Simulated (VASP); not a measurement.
Here is the system:

```yaml
crystal:
  lattice:
    - [0.00000, 2.15215, 2.15215]
    - [2.15215, 0.00000, 2.15215]
    - [2.15215, 2.15215, 0.00000]
  atoms:
    - { symbol: Si, position: [0.00000, 0.00000, 0.00000] }
    - { symbol: C, position: [0.25000, 0.25000, 0.25000] }
```

Calculation: PBE GGA with D3 dispersion (Becke-Johnson damping), VASP's PBE PAW potentials (set 64) (plane waves; VASP). Numerical set-up: 520 eV cut-off, 10×10×10 Γ-centred mesh, Gaussian smearing of 0.050 eV, potentials Si C.

Question: Give the stress tensor in GPa (positive for a compressed cell).

Answer: 
```
7.16  0.00  0.00
0.00  7.16  0.00
0.00  0.00  7.16
```
The pressure is its mean diagonal, 7.16 GPa.

The compound is SiC in the zinc blende structure. This cell is one point of a volume scan, at 0.97 of the reference volume.
